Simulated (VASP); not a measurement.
# K2CdSe2O6: structure and properties in VASP, part 3 of 3

Aim: relax K2CdSe2O6, then compute properties on the relaxed cell. The start is a cell from a database of measured crystal structures.

VASP 6.6.1; vdW-DF2; plane waves and PAW (Cd, Se, K_sv, O).

So far, gap on the k-mesh (eV): step 2 (relaxing cell and atoms (vdW-DF2)) 3.27; step 3 (second relaxation) 3.25. The relaxed cell has a = 5.875, c = 19.290 Å (conventional setting).

### Step 4. Density, ELF and potential (vdW-DF2)

The relaxed cell gets a fresh self-consistent run, on a basis set for its own volume, to fix the density and to check the remaining stress.

The input, INCAR:

```
SYSTEM = K2CdSe2O6
PREC = Accurate
ENCUT = 520
EDIFF = 1E-06
NELM = 100
ISMEAR = 0
SIGMA = 0.05
LREAL = .FALSE.
ALGO = Normal
GGA = ML
AGGAC = 0
LUSE_VDW = .TRUE.
ZAB_VDW = -1.8867
LASPH = .TRUE.
NBANDS = 50
LORBIT = 11
LWAVE = .FALSE.
LCHARG = .TRUE.
ISIF = 2
LELF = .TRUE.
LVHAR = .TRUE.
```

The input, POSCAR:

```
K2CdSe2O6
1.0
    2.9373868843      1.6959011085      6.4298409515
   -2.9373868843      1.6959011085      6.4298409515
    0.0000000000     -3.3918022167      6.4298409515
Cd Se K O
1 2 2 6
Direct
    0.0000000000      0.0000000000      0.0000000000
    0.3776609908      0.3776609908      0.3776609908
    0.6223390092      0.6223390092      0.6223390092
    0.1951673279      0.1951673279      0.1951673279
    0.8048326721      0.8048326721      0.8048326721
    0.2584799855      0.2584799855      0.7297424858
    0.7297424858      0.2584799855      0.2584799855
    0.2584799855      0.7297424858      0.2584799855
    0.2702575142      0.7415200145      0.7415200145
    0.7415200145      0.7415200145      0.2702575142
    0.7415200145      0.2702575142      0.7415200145
```

The input, KPOINTS:

```
Automatic mesh
0
Gamma
6 6 6
0 0 0
```

PAW data sets: Cd, Se, K_sv and O (PBE family, release 64).

Started as:

```sh
> mpirun -np 4 vasp_std
```

Output:

```text
[banner, memory and clock lines left out]
running    4 mpi-ranks, on    1 nodes
 distrk:  each k-point on    4 cores,    1 groups
 distr:  one band on    1 cores,    4 groups

 POSCAR found type information on POSCAR CdSeK O
 POSCAR found :  4 types and      11 ions
 [... a notice as in an earlier step ...]

 [... a notice as in an earlier step ...]

 LDA part: xc-table for (Slater+PW92), standard interpolation
|                                                                             |
|           W    W    AA    RRRRR   N    N  II  N    N   GGGG   !!!           |
|           W    W   A  A   R    R  NN   N  II  NN   N  G    G  !!!           |
|           W    W  A    A  R    R  N N  N  II  N N  N  G       !!!           |
|           W WW W  AAAAAA  RRRRR   N  N N  II  N  N N  G  GGG   !            |
|           WW  WW  A    A  R   R   N   NN  II  N   NN  G    G                |
|           W    W  A    A  R    R  N    N  II  N    N   GGGG   !!!           |
|                                                                             |
|     The number of bands has been changed from the values supplied in        |
|     The orbitals not found in the WAVECAR file will be initialized with     |
|     random numbers, which is usually adequate. For correlated               |
|     calculations, however, you should redo the groundstate calculation.     |
|     I found NBANDS = 50. Now, NBANDS = 52.                                  |
|                                                                             |

 POSCAR, INCAR and KPOINTS ok, starting setup
 FFT: planning ... GRIDC
 FFT: planning ... GRID_SOFT
 FFT: planning ... GRID
 WAVECAR not read
 entering main loop
       N       E                     dE             d eps       ncg     rms          rms(c)
DAV:   1     0.641184259712E+03    0.64118E+03   -0.39592E+04  3328   0.141E+03
DAV:   2     0.731201483439E+01   -0.63387E+03   -0.60977E+03  4012   0.372E+02
DAV:   3    -0.459599718478E+02   -0.53272E+02   -0.52645E+02  4424   0.105E+02
DAV:   4    -0.478653312218E+02   -0.19054E+01   -0.18978E+01  4808   0.166E+01
DAV:   5    -0.479252661366E+02   -0.59935E-01   -0.59909E-01  4856   0.250E+00    0.276E+01
DAV:   6    -0.329353084394E+02    0.14990E+02   -0.64737E+01  4164   0.530E+01    0.130E+01
DAV:   7    -0.328187868121E+02    0.11652E+00   -0.75878E+00  3904   0.128E+01    0.730E+00
DAV:   8    -0.326591762275E+02    0.15961E+00   -0.13979E+00  4072   0.539E+00    0.243E+00
DAV:   9    -0.326074793119E+02    0.51697E-01   -0.14037E-01  4360   0.203E+00    0.738E-01
DAV:  10    -0.326090107955E+02   -0.15315E-02   -0.32075E-02  4052   0.915E-01    0.145E-01
DAV:  11    -0.326093939666E+02   -0.38317E-03   -0.24412E-03  5112   0.221E-01    0.949E-02
DAV:  12    -0.326094205478E+02   -0.26581E-04   -0.45755E-04  4108   0.112E-01    0.278E-02
DAV:  13    -0.326094209005E+02   -0.35272E-06   -0.60179E-05  4256   0.404E-02    0.118E-02
DAV:  14    -0.326094215133E+02   -0.61273E-06   -0.84638E-06  4500   0.148E-02
   1 F= -.32609422E+02 E0= -.32609422E+02  d E =-.296599E-14
```

Run time: 1.8 min. Hardware: 4 MPI ranks of Intel Xeon 6975P-C (Granite Rapids), shared host; peak memory 2.1 GiB; 7.1 min of CPU time.

From OUTCAR (step 4):

```text
  LATTYP: Found a trigonal (rhomboedric) cell.
 ALAT       =     7.2696063813
 COS(alpha) =     0.6734644230

The static configuration has the point symmetry D_3d.

 Found     32 irreducible k-points:

   k-points           NKPTS =     32   k-points in BZ     NKDIM =     32   number of bands    NBANDS=     52

   ENCUT  =  520.0 eV  38.22 Ry    6.18 a.u.  13.52 13.52 13.52*2*pi/ulx,y,z

   NELECT =      78.0000    total number of electrons

 E-fermi :   0.1188

 k-point     1 :       0.0000    0.0000    0.0000
  band No.  band energies     occupation
    ...
     35      -0.4400      2.00000
     36      -0.4253      2.00000
     37      -0.4119      2.00000
     38      -0.4119      2.00000
     39      -0.2774      2.00000
     40       3.1045      0.00000
     41       4.2685      0.00000
     42       4.2685      0.00000
     43       4.4304      0.00000
     44       5.3743      0.00000
    ...

 k-point     2 :       0.1667   -0.0000   -0.0000
  band No.  band energies     occupation
    ...
     35      -0.6841      2.00000
     36      -0.4977      2.00000
     37      -0.4490      2.00000
     38      -0.3533      2.00000
     39      -0.3158      2.00000
     40       3.4055      0.00000
     41       4.2608      0.00000
     42       4.2695      0.00000
     43       4.7314      0.00000
     44       5.3219      0.00000
    ...

Total vdW correction in eV:     15.0138863

  Total        0.0280495      0.0280495      0.0408359      0.0000000      0.0000000      0.0000000
  in kB        0.2338423      0.2338423      0.3404393      0.0000000      0.0000000      0.0000000
  external PRESSURE =       0.2693746 kB  Pullay stress =       0.0000000 kB

 POSITION                                       TOTAL-FORCE (eV/Angst)
 -----------------------------------------------------------------------------------
      0.00000      0.00000      0.00000         0.000000     -0.000000     -0.000000
      0.00000      0.00000      7.28490         0.000000     -0.000000     -0.005675
      0.00000      0.00000     12.00462         0.000000      0.000000      0.005675
      0.00000      0.00000      3.76468         0.000000      0.000000      0.004420
      0.00000      0.00000     15.52484         0.000000     -0.000000     -0.004420
      0.00000     -1.59843      8.01610         0.000000     -0.000449      0.002607
      1.38428      0.79921      8.01610         0.000389      0.000225      0.002607
     -1.38428      0.79921      8.01610        -0.000389      0.000225      0.002607
     -1.38428     -0.79921     11.27342        -0.000389     -0.000225     -0.002607
      0.00000      1.59843     11.27342         0.000000      0.000449     -0.002607
      1.38428     -0.79921     11.27342         0.000389     -0.000225     -0.002607
 -----------------------------------------------------------------------------------
    total drift:                                0.000000     -0.000000      0.000000

  FREE ENERGIE OF THE ION-ELECTRON SYSTEM (eV)
  ---------------------------------------------------
  free  energy   TOTEN  =       -32.6094215133 eV

  energy  without entropy=      -32.6094215133  energy(sigma->0) =      -32.60942151

Total vdW correction in eV:     15.0136901

 total charge
# of ion       s       p       d       tot
------------------------------------------
    1        0.296   0.207   9.642  10.145
    2        1.476   1.982   0.323   3.780
    3        1.476   1.982   0.323   3.780
    4        1.950   5.521   0.022   7.493
    5        1.950   5.521   0.022   7.493
    6        1.579   3.402   0.000   4.981
    7        1.579   3.402   0.000   4.981
    8        1.579   3.402   0.000   4.981
    9        1.579   3.402   0.000   4.981
   10        1.579   3.402   0.000   4.981
   11        1.579   3.402   0.000   4.981
--------------------------------------------------
tot         16.621  35.621  10.332  62.575

[... 4 parts as in an earlier step ...]

[... 6 further parts left out ...]
```

Numbers from this step:

```yaml
scf_cycles: 14
bands: 52
fermi_energy: 0.1188 eV
pressure: 0.02694 GPa
least_direct_gap_on_the_k_mesh: 3.382 eV
```

Valence electrons inside each PAW sphere by angular momentum. Sphere charges, by row:

| atom | s (e) | p (e) | d (e) | tot (e) |
| --- | --- | --- | --- | --- |
| Cd1 | 0.296 | 0.207 | 9.642 | 10.14 |
| Se2 | 1.476 | 1.982 | 0.323 | 3.78 |
| Se3 | 1.476 | 1.982 | 0.323 | 3.78 |
| K4 | 1.95 | 5.521 | 0.022 | 7.493 |
| K5 | 1.95 | 5.521 | 0.022 | 7.493 |
| O6 | 1.579 | 3.402 | 0 | 4.981 |
| O7 | 1.579 | 3.402 | 0 | 4.981 |
| O8 | 1.579 | 3.402 | 0 | 4.981 |
| O9 | 1.579 | 3.402 | 0 | 4.981 |
| O10 | 1.579 | 3.402 | 0 | 4.981 |
| O11 | 1.579 | 3.402 | 0 | 4.981 |

ELF in the ac plane of the conventional cell at fractional y = 0.000, with atoms of Cd and Se and K and O within 0.2 Å of it. It is the smooth field of the valence electrons, not physical close to the nuclei.

Ten even steps from '0' (0.01) to '9' (0.92), each cell a mean:
```
0121110000111121
1015763102576311
0014652001465200
7530000000000246
5883013454201686
7751168889830367
2100158878630012
9961001222100389
9973210000112589
6766763002576666
2236752001466422
0001100000011000
0012210000022100
4346763001577533
6765653001465577
9973100000012599
8741013443200268
2200268878740012
7861158888720478
6883002332101687
5421110000111135
0025763002576300
1114653002465211
0121100000011110
```
Columns run along a (5.9 Å), rows up along c (19.3 Å), edges of the conventional cell, whose origin can differ from the input's. Atoms in or near the plane, at fractional coordinates: Cd at (0.00, 0.00), Se at (0.00, 0.38), Se at (0.00, 0.62), K at (0.00, 0.20), K at (0.00, 0.80), O at (0.51, 0.75), O at (0.49, 0.25).

Valence density in the ac plane of the conventional cell at fractional y = 0.000, with atoms of Cd and Se and K and O within 0.2 Å of it. It is the smooth field of the valence electrons, not physical close to the nuclei.

Values in units of 1e0 e/Å³, 24 rows by 16 columns, each cell a mean:
```
4.6 2.5 0.7 0.2 0.1 0.1 0.1 0.0 0.0 0.0 0.1 0.1 0.1 0.4 1.5 3.8
0.2 0.2 0.2 0.3 0.3 0.3 0.1 0.1 0.1 0.1 0.2 0.3 0.3 0.2 0.2 0.2
0.0 0.1 0.1 0.2 0.2 0.2 0.1 0.0 0.0 0.1 0.1 0.2 0.2 0.1 0.1 0.0
1.1 0.7 0.2 0.1 0.0 0.0 0.0 0.0 0.0 0.0 0.0 0.0 0.1 0.1 0.4 1.0
4.2 2.9 0.9 0.2 0.0 0.0 0.1 0.2 0.2 0.2 0.1 0.0 0.1 0.4 2.0 3.8
1.7 1.0 0.3 0.1 0.1 0.2 1.1 3.7 4.6 2.1 0.5 0.1 0.1 0.2 0.7 1.5
0.1 0.1 0.0 0.0 0.1 0.2 0.9 2.8 3.5 1.7 0.4 0.1 0.0 0.0 0.0 0.1
0.4 0.3 0.1 0.1 0.0 0.1 0.1 0.2 0.2 0.1 0.1 0.0 0.0 0.1 0.2 0.4
0.6 0.7 0.5 0.2 0.1 0.1 0.0 0.0 0.0 0.0 0.1 0.1 0.2 0.4 0.7 0.7
0.4 0.7 0.7 0.6 0.5 0.3 0.1 0.0 0.0 0.1 0.2 0.4 0.6 0.7 0.7 0.5
0.2 0.2 0.3 0.4 0.3 0.2 0.1 0.0 0.0 0.1 0.1 0.3 0.4 0.3 0.2 0.2
0.0 0.0 0.0 0.0 0.0 0.0 0.0 0.0 0.0 0.0 0.0 0.0 0.0 0.0 0.0 0.0
0.0 0.0 0.1 0.1 0.1 0.0 0.0 0.0 0.0 0.0 0.0 0.1 0.1 0.1 0.0 0.0
0.3 0.3 0.4 0.5 0.4 0.2 0.1 0.0 0.0 0.1 0.2 0.4 0.5 0.4 0.3 0.3
0.3 0.7 0.7 0.5 0.4 0.2 0.1 0.0 0.0 0.1 0.2 0.3 0.5 0.6 0.7 0.4
0.7 0.7 0.4 0.2 0.1 0.1 0.0 0.0 0.0 0.0 0.0 0.1 0.1 0.3 0.6 0.8
0.3 0.2 0.1 0.0 0.0 0.1 0.2 0.3 0.3 0.2 0.1 0.0 0.0 0.1 0.1 0.2
0.1 0.1 0.0 0.0 0.1 0.3 1.2 4.0 4.9 2.3 0.5 0.1 0.0 0.0 0.1 0.1
2.5 1.6 0.5 0.1 0.1 0.2 0.8 2.5 3.2 1.5 0.4 0.1 0.1 0.2 1.0 2.2
3.9 2.7 0.9 0.1 0.0 0.0 0.1 0.1 0.1 0.1 0.0 0.0 0.1 0.4 1.8 3.5
0.6 0.3 0.1 0.1 0.1 0.0 0.0 0.0 0.0 0.0 0.0 0.1 0.1 0.1 0.2 0.5
0.0 0.1 0.1 0.2 0.3 0.2 0.1 0.1 0.0 0.1 0.2 0.3 0.3 0.2 0.1 0.0
0.5 0.3 0.2 0.2 0.3 0.2 0.1 0.1 0.1 0.1 0.2 0.3 0.3 0.2 0.2 0.4
6.3 3.4 0.9 0.2 0.1 0.1 0.0 0.0 0.0 0.0 0.0 0.1 0.1 0.4 2.0 5.2
```
Columns run along a (5.9 Å), rows up along c (19.3 Å), edges of the conventional cell, whose origin can differ from the input's. Atoms in or near the plane, at fractional coordinates: Cd at (0.00, 0.00), Se at (0.00, 0.38), Se at (0.00, 0.62), K at (0.00, 0.20), K at (0.00, 0.80), O at (0.51, 0.75), O at (0.49, 0.25).

Electrostatic potential energy in the ac plane of the conventional cell at fractional y = 0.000, with atoms of Cd and Se and K and O within 0.2 Å of it. With pseudopotentials it is smooth inside the atoms' cores, unlike the true potential.

Ten even steps from '_' (-40 eV) to '@' (7 eV), each cell a mean:
```
****##%%@@@@@@@@@@@@@@@@@@##****
%%%%@@@@@@@@@@@@@@@@@@@@@@@@@@%%
@@@@@@@@@@@@@@@@@@@@@@@@@@@@@@@@
####%%@@@@@@@@@@@@@@@@@@@@%%%%##
==++##%%@@@@@@@@@@@@@@@@@@##**++
**##%%@@@@@@##::..++@@@@@@%%##**
@@@@@@@@@@@@%%==--**@@@@@@@@@@@@
##%%@@@@@@@@@@@@@@@@@@@@@@@@%%%%
..__++%%@@@@@@@@@@@@@@@@@@##::__
____++%%@@@@@@@@@@@@@@@@%%##::__
##%%@@@@@@@@@@@@@@@@@@@@@@@@%%%%
@@@@@@@@@@@@@@@@@@@@@@@@@@@@@@@@
@@@@@@@@@@@@@@@@@@@@@@@@@@@@@@@@
**##%%@@@@@@@@@@@@@@@@@@@@%%%%**
..__==%%@@@@@@@@@@@@@@@@%%**..__
..::**%%@@@@@@@@@@@@@@@@@@##--..
%%%%@@@@@@@@@@@@@@@@@@@@@@@@@@%%
%%@@@@@@@@@@##::..==@@@@@@@@@@%%
****##@@@@@@%%==--**@@@@@@%%##**
++**##%%@@@@@@@@@@@@@@@@@@##**++
##%%%%@@@@@@@@@@@@@@@@@@@@@@%%%%
@@@@@@@@@@@@@@@@@@@@@@@@@@@@@@@@
##%%@@@@@@@@@@@@@@@@@@@@@@@@%%%%
******%%@@@@@@@@@@@@@@@@@@##****
```
Columns run along a (5.9 Å; values clipped at the 3rd and 97th percentile), rows up along c (19.3 Å), edges of the conventional cell, whose origin can differ from the input's. Atoms in or near the plane, at fractional coordinates: Cd at (0.00, 0.00), Se at (0.00, 0.38), Se at (0.00, 0.62), K at (0.00, 0.20), K at (0.00, 0.80), O at (0.51, 0.75), O at (0.49, 0.25).

In this run the pressure is 0.03 GPa, small enough to go on.

### Step 5. Bands along the symmetry lines (vdW-DF2)

Levels along the symmetry lines show where the bands peak and cross; KPOINTS_OPT computes them in the converged potential.

INCAR: that of step 4 with these lines changed.

```diff
@@ -14,8 +14,6 @@
 LASPH = .TRUE.
-NBANDS = 50
+NBANDS = 65
 LORBIT = 11
 LWAVE = .FALSE.
-LCHARG = .TRUE.
-ISIF = 2
-LELF = .TRUE.
-LVHAR = .TRUE.
+LCHARG = .FALSE.
+KPAR = 4
```

POSCAR is that of step 4.

KPOINTS is that of step 4.

The input, KPOINTS_OPT:

```
Line mode
12
Line-mode
Reciprocal
  0.00000000   0.00000000   0.00000000 GAMMA
  0.50000000   0.00000000   0.00000000 L

  0.50000000   0.00000000   0.00000000 L
  0.50000000   0.21304438  -0.21304438 B1

  0.78695562   0.50000000   0.21304438 B
  0.50000000   0.50000000   0.50000000 Z

  0.50000000   0.50000000   0.50000000 Z
  0.00000000   0.00000000   0.00000000 GAMMA

  0.00000000   0.00000000   0.00000000 GAMMA
  0.35652219   0.00000000  -0.35652219 X

  0.64347781   0.35652219   0.00000000 Q
  0.50000000   0.50000000   0.00000000 F

  0.50000000   0.50000000   0.00000000 F
  0.64347781   0.64347781   0.21304438 P1

  0.64347781   0.64347781   0.21304438 P1
  0.50000000   0.50000000   0.50000000 Z

  0.50000000   0.00000000   0.00000000 L
  0.78695562   0.35652219   0.35652219 P
```

Started as:

```sh
> mpirun -np 4 vasp_std
```

Output:

```text
[... set-up lines as in an earlier step ...]
 entering main loop
       N       E                     dE             d eps       ncg     rms          rms(c)
DAV:   1     0.609187443637E+03    0.60919E+03   -0.38562E+04  4192   0.113E+03
DAV:   2     0.544935536272E+00   -0.60864E+03   -0.57427E+03  4798   0.316E+02
DAV:   3    -0.466063852832E+02   -0.47151E+02   -0.46531E+02  5672   0.852E+01
DAV:   4    -0.478916079703E+02   -0.12852E+01   -0.12803E+01  6160   0.111E+01
[...]
DAV:  12    -0.326094204955E+02   -0.16028E-04   -0.28341E-04  4901   0.814E-02    0.294E-02
DAV:  13    -0.326094209517E+02   -0.45624E-06   -0.51396E-05  5304   0.317E-02    0.828E-03
DAV:  14    -0.326094215948E+02   -0.64310E-06   -0.53125E-06  5032   0.944E-03
   1 F= -.32609422E+02 E0= -.32609422E+02  d E =-.655768E-20
 Start KPOINTS_OPT (optional k-point list driver)
k-point batch [1-32\108]
       N       E                     dE             ncg
DAV:   1    -0.631856109195E+03   -0.44086E+05     4200
DAV:   2    -0.191867931870E+05   -0.18555E+05     4863
DAV:   3    -0.206512606144E+05   -0.14645E+04     5831
```

It took 4.8 min on 4 MPI ranks.

The run was cut off at its time limit.

The self-consistent loop had finished, and the limit fell in the path of KPOINTS_OPT; fewer path points or more time would be the way on.

### Step 6. Outcome

* relaxed volume: 17.47 Å³/atom
* relaxed conventional cell a, b, c: 5.875, 5.875, 19.290 Å; angles 90.0, 90.0, 120.0°
* space group after relaxing, within 0.02 Å: R-3m (No. 166)

With vdW-DF2, K2CdSe2O6 relaxes to 17.47 Å³/atom in space group R-3m (held by the symmetry of the run). Against the listed cell the volume lies +8.2 % (a +3.1 %, c +1.8 %). Not obtained: bands along the symmetry lines (vdW-DF2), because the run hit its time limit. Semilocal functionals usually underestimate gaps. Spin-orbit coupling is left out; it would split some degenerate bands. No search among competing phases was made, and a listed structure need not be the one stable at ambient conditions. All values are for a static lattice at zero temperature.

[Lines on the potential files, build, host, timing and source positions are cut from VASP's logs without a mark.]

[Logs are printed without paths, hosts, clocks, repeated set-up lines and the standing remarks that a program may print on its own settings, such as how far it seeks lower states.]

[Hosts, paths, dates, database ids (printed as entryN), source tags and the programs' standing remarks are cut or masked in the printed files.]

[A measured line is paired with the nearest computed mode of its activity, which favours agreement.]
